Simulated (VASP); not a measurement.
Computed with LDA (Ceperley-Alder, Perdew-Zunger), VASP's LDA PAW potentials (set 64) (plane waves; VASP).

VASP input:

**INCAR**
```
SYSTEM = GaP
PREC = Accurate
ENCUT = 400
EDIFF = 1E-7
NELM = 100
ALGO = Normal
LREAL = .FALSE.
LASPH = .TRUE.
ISMEAR = 0
SIGMA = 0.01
LMAXMIX = 4
LWAVE = .FALSE.
LCHARG = .FALSE.
LOPTICS = .TRUE.
NBANDS = 39
NEDOS = 1001
CSHIFT = 0.1
```

### KPOINTS
```
Automatic mesh
0
Gamma
15 15 15
0 0 0
```

### POSCAR
```
GaP
1.0
  0.0000000000   2.6950243440   2.6950243440
  2.6950243440   0.0000000000   2.6950243440
  2.6950243440   2.6950243440   0.0000000000
Ga P
1 1
Cartesian
  0.0000000000   0.0000000000   0.0000000000
  1.3475121720   1.3475121720   1.3475121720
```

POTCAR, in this order: Ga_d P (LDA.64 set). Program: vasp_std.

Question: What will the output report for the number of irreducible k-points (NKPTS), largest plane-wave count, number of space-group operations, FFT grid (NGX, NGY, NGZ)?

Answer: 
```
Property                                       Value
--------------------------------------  ------------
number of irreducible k-points (NKPTS)           120
largest plane-wave count                         728
number of space-group operations                  24
FFT grid (NGX, NGY, NGZ)                28 × 28 × 28
```

The compound is GaP in the zinc blende structure. It was relaxed first.
